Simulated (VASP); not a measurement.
# LiGe4N3 (P-3m1) in VASP: notebook, part 2 of 2

VASP 6.6.1.

### Step 4. Equation of state, PBE, 13.65 Å³/atom (volume scaled by 1.03)

Input file INCAR:

```
PREC = Accurate
ENCUT = 520
EDIFF = 1E-6
ISMEAR = 0
SIGMA = 0.1
LREAL = F
LASPH = T
NELM = 100
ALGO = Normal
ISIF = 4
LWAVE = F
LCHARG = F
GGA = PE
IBRION = 2
NSW = 30
EDIFFG = -0.02
KPAR = 4
```

Input file KPOINTS:

```
Automatic mesh
0
Gamma
  12 12 4
```

Input file POSCAR:

```
LiGe4N3
1.0
    3.0969845490      0.0000000000      0.0000000000
   -1.5484922745      2.6820674726      0.0000000000
    0.0000000000      0.0000000000     13.1473034327
Li Ge N
1 4 3
Direct
    0.0000000000      0.0000000000      0.0000000000
    0.6666670000      0.3333330000      0.1851750000
    0.3333330000      0.6666670000      0.8148250000
    0.6666670000      0.3333330000      0.6044940000
    0.3333330000      0.6666670000      0.3955060000
    0.3333330000      0.6666670000      0.1131200000
    0.6666670000      0.3333330000      0.8868800000
    0.0000000000      0.0000000000      0.5000000000
```

Command:

```
> cat potpaw_PBE.64/Li_sv/POTCAR potpaw_PBE.64/Ge_d/POTCAR potpaw_PBE.64/N/POTCAR > POTCAR
> mpirun -np 4 vasp_std > vasp.out
```

Run time: 4.3 min. Hardware: 4 MPI ranks of Intel Xeon 6975P-C (Granite Rapids), shared host; peak memory 0.4 GiB.

These settings aren't checked as converged: the numbers below hold their error.

Results:

```
Free energy            : -43.6662 eV
Largest force          : 0.016 eV/Å
Band gap on the k mesh : none (metal or under the smearing width)
```

Caveat: the cutoff is under 1.25 times the usual one of these potentials, so pressure, stress and relaxed cells hold a basis-set (Pulay) error.

### Step 5. Equation of state, PBE, 12.46 Å³/atom (volume scaled by 0.94)

INCAR is that of step 4.

KPOINTS is that of step 4.

POSCAR, as its differences from that of step 4:

```diff
@@ -2,5 +2,5 @@
 1.0
-    3.0969845490      0.0000000000      0.0000000000
-   -1.5484922745      2.6820674726      0.0000000000
-    0.0000000000      0.0000000000     13.1473034327
+    3.0040183527      0.0000000000      0.0000000000
+   -1.5020091764      2.6015563795      0.0000000000
+    0.0000000000      0.0000000000     12.7526437977
 Li Ge N
```

Command:

```
> cat potpaw_PBE.64/Li_sv/POTCAR potpaw_PBE.64/Ge_d/POTCAR potpaw_PBE.64/N/POTCAR > POTCAR
> mpirun -np 4 vasp_std > vasp.out
```

Run time: 3.5 min. Hardware: 4 MPI ranks of Intel Xeon 6975P-C (Granite Rapids), shared host; peak memory 0.39 GiB.

These settings aren't checked as converged: the numbers below hold their error.

What came out:

```
Free energy            : -43.5894 eV
Largest force          : 0.015 eV/Å
Band gap on the k mesh : none (metal or under the smearing width)
```

Caveat: the cutoff is under 1.25 times the usual one of these potentials, so pressure, stress and relaxed cells hold a basis-set (Pulay) error.

### Step 6. Equation of state, PBE, 14.05 Å³/atom (volume scaled by 1.06)

INCAR is that of step 5.

KPOINTS is that of step 5.

POSCAR, as its differences from that of step 5:

```diff
@@ -2,5 +2,5 @@
 1.0
-    3.0040183527      0.0000000000      0.0000000000
-   -1.5020091764      2.6015563795      0.0000000000
-    0.0000000000      0.0000000000     12.7526437977
+    3.1267650735      0.0000000000      0.0000000000
+   -1.5633825367      2.7078581650      0.0000000000
+    0.0000000000      0.0000000000     13.2737275674
 Li Ge N
```

Potentials or basis: VASP PAW PBE potentials, release 64 (Li_sv, Ge_d, N).

Command:

```
> cat potpaw_PBE.64/Li_sv/POTCAR potpaw_PBE.64/Ge_d/POTCAR potpaw_PBE.64/N/POTCAR > POTCAR
> mpirun -np 4 vasp_std > vasp.out
```

It took 4 min on 4 MPI ranks of Intel Xeon 6975P-C (Granite Rapids), shared host; peak memory 0.41 GiB.

The run converged, but some of its settings lie outside the range that counts as converged, so its numbers aren't taken as properties of the crystal.

What came out:

* Free energy: -43.6178 eV
* Largest force: 0.011 eV/Å
* Band gap on the k mesh: none (metal or under the smearing width)

Caveat: the cutoff is under 1.25 times the usual one of these potentials, so pressure, stress and relaxed cells hold a basis-set (Pulay) error.

### Step 7. Equation of state, PBE, 12.06 Å³/atom (volume scaled by 0.91)

INCAR is that of step 6.

KPOINTS is that of step 6.

POSCAR, as its differences from that of step 6:

```diff
@@ -2,5 +2,5 @@
 1.0
-    3.1267650735      0.0000000000      0.0000000000
-   -1.5633825367      2.7078581650      0.0000000000
-    0.0000000000      0.0000000000     13.2737275674
+    2.9717145765      0.0000000000      0.0000000000
+   -1.4858572882      2.5735804868      0.0000000000
+    0.0000000000      0.0000000000     12.6155079673
 Li Ge N
```

Command:

```
> cat potpaw_PBE.64/Li_sv/POTCAR potpaw_PBE.64/Ge_d/POTCAR potpaw_PBE.64/N/POTCAR > POTCAR
> mpirun -np 4 vasp_std > vasp.out
```

Wall time 4.1 min (4 MPI ranks of Intel Xeon 6975P-C (Granite Rapids), shared host); peak memory 0.39 GiB.

These settings aren't checked as converged: the numbers below hold their error.

What came out:

| Item | Value |
| --- | --- |
| Free energy | -43.4669 eV |
| Largest force | 0.019 eV/Å |
| Band gap on the k mesh | none (metal or under the smearing width) |

Caveat: the cutoff is under 1.25 times the usual one of these potentials, so pressure, stress and relaxed cells hold a basis-set (Pulay) error.

### Step 8. Equation of state, PBE, 14.45 Å³/atom (volume scaled by 1.09)

INCAR is that of step 7.

KPOINTS is that of step 7.

POSCAR, as its differences from that of step 7:

```diff
@@ -2,5 +2,5 @@
 1.0
-    2.9717145765      0.0000000000      0.0000000000
-   -1.4858572882      2.5735804868      0.0000000000
-    0.0000000000      0.0000000000     12.6155079673
+    3.1559888708      0.0000000000      0.0000000000
+   -1.5779944354      2.7331667176      0.0000000000
+    0.0000000000      0.0000000000     13.3977882868
 Li Ge N
```

Command:

```
> cat potpaw_PBE.64/Li_sv/POTCAR potpaw_PBE.64/Ge_d/POTCAR potpaw_PBE.64/N/POTCAR > POTCAR
> mpirun -np 4 vasp_std > vasp.out
```

It took 4.8 min on 4 MPI ranks of Intel Xeon 6975P-C (Granite Rapids), shared host; peak memory 0.42 GiB.

The run converged, but some of its settings lie outside the range that counts as converged, so its numbers aren't taken as properties of the crystal.

What came out:

```
Free energy            : -43.5415 eV
Largest force          : 0.011 eV/Å
Band gap on the k mesh : none (metal or under the smearing width)
```

Caveat: the cutoff is under 1.25 times the usual one of these potentials, so pressure, stress and relaxed cells hold a basis-set (Pulay) error.
